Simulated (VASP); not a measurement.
Wanted: the native input for a VASP 6.6.1 run.

* Task: relaxation of the atoms
* Functional: PBEsol
* Potentials or basis: VASP PAW PBE potentials, release 64 (Cu, W_sv)
* Cutoff: 350 eV
* k mesh: 5 × 5 × 5
* Occupations: fermi-dirac, width 0.05 eV
* Spin: no spin polarisation
* Further INCAR settings: ALGO = Fast; EDIFF = 1e-06; IBRION = 2; EDIFFG = -0.01; NSW = 60

The structure of Cu30W (a cell with a defect) lies in POSCAR:

```
Cu30W
1.0
    7.2700000000      0.0000000000      0.0000000000
    0.0000000000      7.2700000000      0.0000000000
    0.0000000000      0.0000000000      7.2700000000
Cu W
30 1
Direct
    0.0000000000      0.0000000000      0.5000000000
    0.0000000000      0.5000000000      0.0000000000
    0.0000000000      0.5000000000      0.5000000000
    0.5000000000      0.0000000000      0.0000000000
    0.5000000000      0.0000000000      0.5000000000
    0.5000000000      0.5000000000      0.0000000000
    0.5000000000      0.5000000000      0.5000000000
    0.0000000000      0.2500000000      0.2500000000
    0.0000000000      0.2500000000      0.7500000000
    0.0000000000      0.7500000000      0.7500000000
    0.5000000000      0.2500000000      0.2500000000
    0.5000000000      0.2500000000      0.7500000000
    0.5000000000      0.7500000000      0.2500000000
    0.5000000000      0.7500000000      0.7500000000
    0.2500000000      0.0000000000      0.2500000000
    0.2500000000      0.0000000000      0.7500000000
    0.2500000000      0.5000000000      0.2500000000
    0.2500000000      0.5000000000      0.7500000000
    0.7500000000      0.0000000000      0.2500000000
    0.7500000000      0.0000000000      0.7500000000
    0.7500000000      0.5000000000      0.2500000000
    0.7500000000      0.5000000000      0.7500000000
    0.2500000000      0.2500000000      0.0000000000
    0.2500000000      0.2500000000      0.5000000000
    0.2500000000      0.7500000000      0.0000000000
    0.2500000000      0.7500000000      0.5000000000
    0.7500000000      0.2500000000      0.0000000000
    0.7500000000      0.2500000000      0.5000000000
    0.7500000000      0.7500000000      0.0000000000
    0.7500000000      0.7500000000      0.5000000000
    0.0000000000      0.7500000000      0.2500000000
```

The cell was built by a generator and needn't be a form met in nature.

These files were run (other wordings do the same):

INCAR

```
PREC = Accurate
ENCUT = 350
EDIFF = 1E-6
ISMEAR = -1
SIGMA = 0.05
LREAL = F
LASPH = T
NELM = 80
ALGO = Fast
ISIF = 2
LWAVE = F
LCHARG = F
GGA = PS
IBRION = 2
NSW = 60
EDIFFG = -0.01
```

KPOINTS

```
regular mesh
0
Gamma
  5 5 5
```

Potentials or basis: VASP PAW PBE potentials, release 64 (Cu, W_sv).

Run with:

```bash
$ cat potpaw_PBE.64/Cu/POTCAR potpaw_PBE.64/W_sv/POTCAR > POTCAR
$ mpirun -np 1 vasp_std > vasp.out
```

Results of the run:

The energy gained by relaxing is 1.8 meV/atom, the ionic steps are 11 and the pressure after relaxing is -7.5 GPa. The largest force after relaxing is 0.008 eV/Å and the band gap on the k mesh is none (metal or under the smearing width).

Caveat: the cutoff is under 1.25 times the usual one of these potentials, so pressure, stress and relaxed cells hold a basis-set (Pulay) error; the PAW data sets were made with another functional, which shifts forces and pressure a little.

Wall time 2.1 h on 1 thread of Intel(R) Xeon(R) 6975P-C (Granite Rapids) (shared host), peak memory 0.88 GiB.
